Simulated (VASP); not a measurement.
Input:

```cif
data_GaN
_chemical_formula_sum 'Ga1 N1'
_space_group_name_H-M_alt 'P 1'
_space_group_IT_number 1
_cell_length_a 3.18707
_cell_length_b 3.18707
_cell_length_c 3.18707
_cell_angle_alpha 60.000
_cell_angle_beta 60.000
_cell_angle_gamma 60.000
loop_
_space_group_symop_operation_xyz
  'x, y, z'
loop_
_atom_site_label
_atom_site_type_symbol
_atom_site_fract_x
_atom_site_fract_y
_atom_site_fract_z
_atom_site_occupancy
Ga1 Ga 0.00000 0.00000 0.00000 1
N1 N 0.25000 0.25000 0.25000 1
```

All values below come from r2SCAN meta-GGA, VASP's PBE PAW potentials (set 64) (plane waves; VASP). Run with 520 eV cut-off, 10×10×10 Γ-centred mesh, Gaussian smearing of 0.050 eV, potentials Ga_d N.

### Question
Give the energy at these volumes per atom, relative to the lowest: 10.75, 11.09, 11.43, 11.77, 12.12 Å³.

### Answer
29.0, 7.1, 0.0, 5.5, 21.7 meV/atom. A third-order Birch-Murnaghan fit gives B0 = 195 GPa and B0′ = 4.3.

Measured: a 4.500 Å at 300 K (computed value off by +0.2 %), as given by I. Vurgaftman et al., Journal of Applied Physics (2001), doi:10.1063/1.1368156. The calculation is for a static lattice, while the measured a holds thermal and zero-point effects, which are part of the difference.

The compound is GaN in the zinc blende structure, a metastable form; wurtzite is the usual one. It was relaxed first.
